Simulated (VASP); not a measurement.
The input files of a VASP run:

File KPOINTS:
```
Automatic mesh
0
Gamma
10 10 10
0 0 0
```

File POSCAR:
```
TaSi
1
   -1.6976690000     1.6976690000     5.7474720000
    1.6976690000    -1.6976690000     5.7474720000
    1.6976690000     1.6976690000    -5.7474720000
Ta Si
2 2
Direct
  0.7500000000   0.7500000000   0.0000000000
  0.5000000000   0.0000000000   0.5000000000
  0.1660000000   0.1660000000   0.0000000000
  0.9160000000   0.4160000000   0.5000000000
```

### INCAR
```
SYSTEM = TaSi
PREC = Accurate
ENCUT = 400
EDIFF = 1E-6
NELM = 100
ALGO = Normal
LREAL = .FALSE.
LASPH = .TRUE.
ISMEAR = 1
SIGMA = 1.5
GGA = PE
LMAXMIX = 6
LWAVE = .FALSE.
LCHARG = .FALSE.
ISIF = 2
```

POTCAR, in this order: Ta_pv Si (PBE.64 set). Program: vasp_std.

Task: Does this input run properly? What does VASP do?

Result: There is a fault: SIGMA is far too large. The run ends without an error. Against the sound run, the energy per atom (σ→0) drops by 0.009 eV/atom; the pressure rises by 0.12 GPa; the largest force rises by 0.165 eV/Å.

File standard output:
```
 POSCAR found type information on POSCAR TaSi
 POSCAR found :  2 types and       4 ions
 Reading from existing POTCAR
 Reading from existing POTCAR
 LDA part: xc-table for (Slater+PW92), standard interpolation
 POSCAR, INCAR and KPOINTS ok, starting setup
 WAVECAR not read
 entering main loop
       N       E                     dE             d eps       ncg     rms          rms(c)
DAV:   1     0.178211750769E+03    0.17821E+03   -0.14046E+04  3908   0.125E+03
DAV:   2    -0.310846207504E+02   -0.20930E+03   -0.20519E+03  4781   0.344E+02
DAV:   3    -0.370983873045E+02   -0.60138E+01   -0.57864E+01  4890   0.523E+01
DAV:   4    -0.372093286412E+02   -0.11094E+00   -0.11150E+00  4796   0.669E+00
DAV:   5    -0.372110520358E+02   -0.17234E-02   -0.17850E-02  4832   0.876E-01    0.224E+01
DAV:   6    -0.351892650722E+02    0.20218E+01   -0.77088E+00  4590   0.168E+01    0.933E+00
DAV:   7    -0.350966840682E+02    0.92581E-01   -0.61549E-01  5246   0.505E+00    0.285E+00
DAV:   8    -0.350783296387E+02    0.18354E-01   -0.53517E-02  4630   0.116E+00    0.319E-01
DAV:   9    -0.350781258066E+02    0.20383E-03   -0.30008E-03  4715   0.334E-01    0.144E-01
DAV:  10    -0.350781524484E+02   -0.26642E-04   -0.13189E-04  4502   0.124E-01    0.154E-02
DAV:  11    -0.350781456877E+02    0.67607E-05   -0.50504E-06  4891   0.274E-02    0.975E-03
DAV:  12    -0.350781414557E+02    0.42320E-05    0.16615E-05  3720   0.154E-02    0.179E-03
DAV:  13    -0.350781399109E+02    0.15447E-05    0.12169E-05  2691   0.292E-03    0.923E-04
DAV:  14    -0.350781390637E+02    0.84729E-06    0.79139E-06  2595   0.103E-03

 -----------------------------------------------------------------------------
|                                                                             |
|               ----> ADVICE to this user running VASP <----                  |
|                                                                             |
|     Your highest band is occupied at some k-points! Unless you are          |
|     performing a calculation for an insulator or semiconductor, without     |
|     unoccupied bands, you have included TOO FEW BANDS!! Please increase     |
|     the parameter NBANDS in file INCAR to ensure that the highest band      |
|     is unoccupied at all k-points. It is always recommended to include      |
|     a few unoccupied bands to accelerate the convergence of                 |
|     molecular-dynamics runs (even for insulators or semiconductors),        |
|     since the presence of unoccupied bands improves wavefunction            |
|     prediction and helps to suppress 'band-crossings'.                      |
|                                                                             |
 -----------------------------------------------------------------------------

   1 F= -.35078139E+02 E0= -.35045054E+02  d E =-.992544E-01
```

**OUTCAR**
```
------------------------ aborting loop because EDIFF is reached ----------------------------------------
  FORCE on cell =-STRESS in cart. coord.  units (eV):
  Direction    XX          YY          ZZ          XY          YZ          ZX
  --------------------------------------------------------------------------------------
  Total        2.6245235      2.6245235      1.9775914      0.0000000      0.0000000      0.0000000
  in kB       63.4626431     63.4626431     47.8194139      0.0000000      0.0000000      0.0000000
  external PRESSURE =      58.2482334 kB  Pullay stress =       0.0000000 kB
  volume of cell :       66.26
      direct lattice vectors                 reciprocal lattice vectors
    -1.697669000  1.697669000  5.747472000     0.000000000  0.294521488  0.086994769
     1.697669000 -1.697669000  5.747472000     0.294521488  0.000000000  0.086994769
     1.697669000  1.697669000 -5.747472000     0.294521488  0.294521488  0.000000000
 POSITION                                       TOTAL-FORCE (eV/Angst)
 -----------------------------------------------------------------------------------
      0.00000      0.00000      8.62121        -0.000000     -0.000000     -0.213733
      0.00000      1.69767      0.00000         0.000000      0.000000     -0.213733
      0.00000      0.00000      1.90816         0.000000      0.000000      0.213733
      0.00000      1.69767      4.78190        -0.000000     -0.000000      0.213733
 -----------------------------------------------------------------------------------
    total drift:                                0.000000      0.000000      0.000033
  FREE ENERGIE OF THE ION-ELECTRON SYSTEM (eV)
  ---------------------------------------------------
  free  energy   TOTEN  =       -35.0781390637 eV

  energy  without entropy=      -34.9788846747  energy(sigma->0) =      -35.04505427
```
(Selected blocks of OUTCAR.)

To mend it, set SIGMA = 0.1.

The mended run (PBE GGA, plane waves, VASP's PBE PAW potentials (set 64)) converges, and its OSZICAR ends with
```
   1 F= -.35011251E+02 E0= -.35010288E+02  d E =-.289006E-02
```

The structure was generated: TaSi was put into the NbAs type (I4_1md), which need not be its known phase. The cell was not relaxed at this level. VASP warned that the highest band is occupied, so more bands are needed.
